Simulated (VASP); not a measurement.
Computed with G0W0 on PBE orbitals, VASP's PBE PAW potentials (set 64) (plane waves; VASP).

A VASP calculation is set up with these files.

KPOINTS:
```
Automatic mesh
0
Gamma
4 4 2
```

### INCAR
```
! general
SYSTEM     =CdSe
PREC       =Normal
ENCUT      =500   ! plane-wave cut-off (eV)
LREAL      =.FALSE.   ! projection in real space or not
LASPH      =.TRUE.   ! aspherical one-centre terms
NBANDS     =176

! electronic loop
ALGO       =EVGW0

! smearing
ISMEAR     =0   ! Gaussian
SIGMA      =0.01

! functional
GGA        =PE   ! PBE

! output
LWAVE      =.FALSE.
LCHARG     =.FALSE.

! other
NELMGW     =1
NOMEGA     =64
ENCUTGW    =170
NBANDSGW   =34
LSPECTRALGW=.TRUE.
```

### POSCAR
```
CdSe
1
    4.3460900000     0.0000000000     0.0000000000
   -2.1730450000     3.7638240000     0.0000000000
    0.0000000000     0.0000000000     7.0898400000
Cd Se
2 2
Direct
  0.6666670000   0.3333330000   0.4999500000
  0.3333330000   0.6666670000   0.9999500000
  0.6666670000   0.3333330000   0.8759100000
  0.3333330000   0.6666670000   0.3759100000
```

POTCAR, in this order: Cd_sv_GW Se_GW (PBE.64 set). Program: vasp_std. Read from the step before: WAVECAR, WAVEDER.

What VASP printed:

### OSZICAR
```
energies w=
    0.000    0.000    1.071    0.000    2.141    0.000    3.205    0.000
    4.264    0.000    5.314    0.000    6.355    0.000    7.384    0.000
    8.402    0.000    9.406    0.000   10.398    0.000   11.377    0.000
   12.343    0.000   13.296    0.000   14.237    0.000   15.167    0.000
   16.088    0.000   16.999    0.000   17.903    0.000   18.800    0.000
   19.693    0.000   20.583    0.000   21.471    0.000   22.359    0.000
   23.250    0.000   24.144    0.000   25.045    0.000   25.954    0.000
   26.874    0.000   27.807    0.000   28.756    0.000   29.724    0.000
   30.714    0.000   31.729    0.000   32.773    0.000   33.850    0.000
   34.965    0.000   36.122    0.000   37.329    0.000   38.590    0.000
   39.913    0.000   41.307    0.000   42.781    0.000   44.345    0.000
   46.014    0.000   47.802    0.000   49.727    0.000   51.809    0.000
   54.074    0.000   56.552    0.000   59.279    0.000   62.301    0.000
   65.674    0.000   69.468    0.000   73.774    0.000   78.706    0.000
   84.419    0.000   91.116    0.000   99.082    0.000  108.713    0.000
  120.592    0.000  135.602    0.000  155.153    0.000  181.643    0.000
NQ=   1    0.0000    0.0000    0.0000,
 performed        345000 updates of chi_q(r,r)
NQ=   2    0.2500    0.0000    0.0000,
 performed        905000 updates of chi_q(r,r)
NQ=   3    0.5000    0.0000    0.0000,
 performed       1393000 updates of chi_q(r,r)
NQ=   4    0.2500    0.2500    0.0000,
 performed       2025000 updates of chi_q(r,r)
NQ=   5    0.0000    0.0000    0.5000,
 performed       2370000 updates of chi_q(r,r)
NQ=   6    0.2500    0.0000    0.5000,
 performed       2930000 updates of chi_q(r,r)
NQ=   7    0.5000    0.0000    0.5000,
 performed       3418000 updates of chi_q(r,r)
NQ=   8    0.2500    0.2500    0.5000,
 performed       4050000 updates of chi_q(r,r)
 resolving degeneracies of screened two electron integrals
```

OUTCAR:
```


 k-point   1 :       0.0000    0.0000    0.0000
  band No.  KS-energies  QP-energies   sigma(KS)   V_xc(KS)     V^pw_x(r,r')   Z            occupation Imag(sigma)

      1     -99.5666    -104.7445     -39.7705     -32.0297     -55.4544       0.6689       2.0000       3.4082
      2     -99.5666    -104.7445     -39.7705     -32.0297     -55.4544       0.6689       2.0000       3.4082
      3     -60.6350     -63.8702     -35.6577     -31.0025     -48.9959       0.6950       2.0000       4.3965
      4     -60.6350     -63.8702     -35.6577     -31.0025     -48.9959       0.6950       2.0000       4.3965
      5     -60.6350     -63.8702     -35.6577     -31.0025     -48.9959       0.6950       2.0000       4.3965
      6     -60.6350     -63.8702     -35.6577     -31.0025     -48.9959       0.6950       2.0000       4.3965
      7     -60.6350     -63.8702     -35.6577     -31.0025     -48.9959       0.6950       2.0000       4.3965
      8     -60.6350     -63.8702     -35.6577     -31.0025     -48.9959       0.6950       2.0000       4.3965
      9     -10.3841     -11.1527     -13.5804     -12.4985     -19.7919       0.7104       2.0000       1.8309
     10     -10.0306     -10.7800     -14.3536     -13.3036     -20.4838       0.7137       2.0000       1.7148
     11      -5.7968      -7.1443     -26.1354     -24.2996     -32.0499       0.7340       2.0000       0.7698
     12      -5.7916      -7.1374     -26.1428     -24.3092     -32.0594       0.7340       2.0000       0.7718
     13      -5.7916      -7.1374     -26.1428     -24.3092     -32.0594       0.7340       2.0000       0.7718
     14      -5.7296      -7.0767     -26.3384     -24.5059     -32.2557       0.7351       2.0000       0.7588
     15      -5.7296      -7.0767     -26.3384     -24.5059     -32.2557       0.7351       2.0000       0.7588
     16      -5.4896      -6.8456     -27.0574     -25.2153     -32.9576       0.7361       2.0000       0.6929
     17      -5.4896      -6.8456     -27.0574     -25.2153     -32.9576       0.7361       2.0000       0.6929
     18      -5.4329      -6.7923     -27.2501     -25.4135     -33.1740       0.7401       2.0000       0.6930
     19      -5.4329      -6.7923     -27.2501     -25.4135     -33.1740       0.7401       2.0000       0.6930
     20      -5.1824      -6.4812     -26.7495     -24.9948     -32.6043       0.7402       2.0000       0.7252
     21      -2.1637      -3.1047     -11.9491     -10.7260     -14.6137       0.7693       2.0000       0.6980
     22       1.3230       0.6765     -13.8023     -12.9659     -15.7925       0.7731       2.0000       0.3848
     23       1.3230       0.6765     -13.8023     -12.9659     -15.7925       0.7731       2.0000       0.3848
     24       2.0004       1.4451     -14.3371     -13.6231     -16.1806       0.7776       2.0000       0.3431
     25       2.0445       1.4942     -14.4764     -13.7670     -16.3350       0.7759       2.0000       0.3420
     26       2.0445       1.4942     -14.4764     -13.7670     -16.3350       0.7759       2.0000       0.3420
     27       2.6274       3.0921      -9.8805     -10.4550      -6.7613       0.8089       0.0000      -0.2769
     28       4.1989       4.7392      -9.8179     -10.4860      -6.4247       0.8087       0.0000      -0.3264
     29       7.9005       8.4799      -9.1212      -9.8403      -5.3447       0.8057       0.0000      -0.4404
     30       7.9005       8.4799      -9.1212      -9.8403      -5.3447       0.8057       0.0000      -0.4404
     31       8.1784       8.7865      -9.1234      -9.8791      -5.2570       0.8047       0.0000      -0.4562
     32       9.0244       9.6851      -9.2846     -10.1087      -5.2797       0.8017       0.0000      -0.5068
     33       9.0244       9.6851      -9.2846     -10.1087      -5.2797       0.8017       0.0000      -0.5068
     34       9.6264      10.1429      -8.8319      -9.4798      -4.5933       0.7972       0.0000      -0.6383

 k-point   2 :       0.2500    0.0000    0.0000
  band No.  KS-energies  QP-energies   sigma(KS)   V_xc(KS)     V^pw_x(r,r')   Z            occupation Imag(sigma)

      1     -99.5669    -104.7346     -39.7707     -32.0298     -55.4548       0.6676       2.0000       3.4082
      2     -99.5669    -104.7346     -39.7707     -32.0298     -55.4548       0.6676       2.0000       3.4082
      3     -60.6357     -63.8672     -35.6578     -31.0025     -48.9958       0.6942       2.0000       4.3963
      4     -60.6357     -63.8672     -35.6578     -31.0025     -48.9958       0.6942       2.0000       4.3963
      5     -60.6357     -63.8672     -35.6578     -31.0025     -48.9958       0.6942       2.0000       4.3963
      6     -60.6357     -63.8672     -35.6578     -31.0025     -48.9958       0.6942       2.0000       4.3963
      7     -60.6357     -63.8672     -35.6578     -31.0025     -48.9958       0.6942       2.0000       4.3963
      8     -60.6357     -63.8672     -35.6578     -31.0025     -48.9958       0.6942       2.0000       4.3963
      9     -10.2252     -10.9824     -13.8809     -12.8160     -20.0551       0.7110       2.0000       1.7817
     10      -9.9642     -10.7125     -14.5227     -13.4776     -20.6430       0.7160       2.0000       1.6929
     11      -5.7519      -7.0993     -26.2490     -24.4156     -32.1648       0.7349       2.0000       0.7639
     12      -5.7426      -7.0890     -26.2915     -24.4591     -32.2118       0.7348       2.0000       0.7642
     13      -5.6709      -7.0196     -26.2450     -24.4163     -32.1329       0.7376       2.0000       0.7572
     14      -5.6558      -7.0044     -26.6018     -24.7737     -32.5374       0.7377       2.0000       0.7499
     15      -5.6326      -6.9786     -26.1902     -24.3709     -32.0712       0.7399       2.0000       0.7616
     16      -5.5150      -6.8709     -26.9441     -25.1011     -32.8394       0.7357       2.0000       0.6987
     17      -5.4819      -6.8374     -27.0794     -25.2394     -32.9868       0.7367       2.0000       0.6947
     18      -5.4664      -6.8227     -27.0515     -25.2136     -32.9579       0.7380       2.0000       0.6995
     19      -5.4230      -6.7828     -27.2760     -25.4405     -33.2017       0.7408       2.0000       0.6915
     20      -5.0946      -6.3773     -26.7179     -24.9875     -32.5534       0.7413       2.0000       0.7253
     21      -1.8806      -2.7618     -12.3734     -11.2279     -14.9327       0.7692       2.0000       0.6527
     22      -0.3637      -1.1451     -12.7598     -11.7505     -14.9261       0.7742       2.0000       0.4845
     23      -0.0310      -0.7247     -13.3925     -12.4967     -15.4212       0.7744       2.0000       0.4451
     24       0.7544       0.0429     -13.2278     -12.3058     -15.2976       0.7717       2.0000       0.4200
     25       1.5598       0.9507     -13.8955     -13.1081     -15.7923       0.7736       2.0000       0.3650
     26       1.6789       1.0819     -14.1133     -13.3414     -16.0270       0.7734       2.0000       0.3620
     27       4.5445       5.0872     -10.4664     -11.1444      -7.2771       0.8004       0.0000      -0.3182
     28       5.4772       6.0545      -9.9301     -10.6484      -6.4073       0.8036       0.0000      -0.3669
     29       7.1650       7.6549      -8.9812      -9.5904      -5.2761       0.8042       0.0000      -0.4338
     30       7.9255       8.4563      -8.9934      -9.6532      -5.1871       0.8045       0.0000      -0.4594
     31       8.4644       9.0793      -9.2020      -9.9677      -5.3042       0.8032       0.0000      -0.4756
     32       9.1475       9.5534      -8.5864      -9.0898      -4.7240       0.8063       0.0000      -0.5205
     33       9.4046      10.0680      -9.3090     -10.1367      -5.1941       0.8016       0.0000      -0.5487
     34       9.9618      10.4631      -8.8092      -9.4306      -4.8222       0.8067       0.0000      -0.5399

 k-point   3 :       0.5000    0.0000    0.0000
  band No.  KS-energies  QP-energies   sigma(KS)   V_xc(KS)     V^pw_x(r,r')   Z            occupation Imag(sigma)

      1     -99.5670    -104.6724     -39.7708     -32.0299     -55.4549       0.6595       2.0000       3.4082
      2     -99.5670    -104.6724     -39.7708     -32.0299     -55.4549       0.6595       2.0000       3.4082
      3     -60.6360     -63.8250     -35.6580     -31.0025     -48.9955       0.6850       2.0000       4.3960
      4     -60.6360     -63.8250     -35.6580     -31.0025     -48.9955       0.6850       2.0000       4.3960
      5     -60.6360     -63.8250     -35.6580     -31.0025     -48.9955       0.6850       2.0000       4.3960
      6     -60.6360     -63.8250     -35.6580     -31.0025     -48.9955       0.6850       2.0000       4.3960
      7     -60.6360     -63.8250     -35.6580     -31.0025     -48.9955       0.6850       2.0000       4.3960
      8     -60.6360     -63.8250     -35.6580     -31.0025     -48.9955       0.6850       2.0000       4.3960
      9     -10.0367     -10.7843     -14.3369     -13.2878     -20.4722       0.7126       2.0000       1.7165
     10      -9.9239     -10.6708     -14.6252     -13.5832     -20.7384       0.7168       2.0000       1.6800
     11      -5.7197      -7.0678     -26.2753     -24.4410     -32.1778       0.7349       2.0000       0.7577
     12      -5.7105      -7.0597     -26.3776     -24.5432     -32.2923       0.7355       2.0000       0.7558
     13      -5.5855      -6.9354     -26.8775     -25.0527     -32.8325       0.7398       2.0000       0.7405
     14      -5.5699      -6.9200     -26.8751     -25.0480     -32.8201       0.7389       2.0000       0.7353
     15      -5.5643      -6.9202     -26.6542     -24.8109     -32.5345       0.7355       2.0000       0.7165
     16      -5.5169      -6.8710     -26.8568     -25.0162     -32.7472       0.7357       2.0000       0.7047
     17      -5.4469      -6.8037     -27.2213     -25.3877     -33.1500       0.7399       2.0000       0.6959
     18      -5.4089      -6.7678     -27.3134     -25.4797     -33.2429       0.7411       2.0000       0.6901
     19      -5.2096      -6.5082     -26.7052     -24.9513     -32.5597       0.7404       2.0000       0.7294
     20      -5.0944      -6.3763     -26.4130     -24.6853     -32.2110       0.7420       2.0000       0.7321
     21      -2.0229      -2.9161     -12.5846     -11.4220     -15.2137       0.7684       2.0000       0.6655
     22      -1.4834      -2.3141     -12.8851     -11.8058     -15.3454       0.7697       2.0000       0.5975
     23      -0.4824      -1.3195     -12.2940     -11.2095     -14.5743       0.7718       2.0000       0.5193
     24       0.2870      -0.4766     -12.7372     -11.7447     -14.8923       0.7694       2.0000       0.4581
     25       0.7867       0.0775     -13.1591     -12.2425     -15.1546       0.7738       2.0000       0.4051
     26       1.3276       0.6831     -13.7622     -12.9285     -15.7486       0.7730       2.0000       0.3860
     27       5.1821       5.7859     -10.0668     -10.8199      -6.5836       0.8018       0.0000      -0.3567
     28       5.3695       5.8397      -9.5063     -10.0873      -6.0839       0.8093       0.0000      -0.3569
     29       6.8218       7.1816      -8.8536      -9.2996      -5.4286       0.8068       0.0000      -0.3982
...
```
(Selected blocks of OUTCAR.)

The mesh is coarse and the basis finite, so the quasiparticle values are not converged. VASP warned that its frequency grid is unfit for quasiparticle energies.

The structure comes from a computed database's CdSe entry (P6_3mc); how it stands against other phases isn't given here. The cell was not relaxed at this level. The k-mesh is coarse (spacing up to 0.44 per Å, 2π included), so the numbers may not be converged in it.
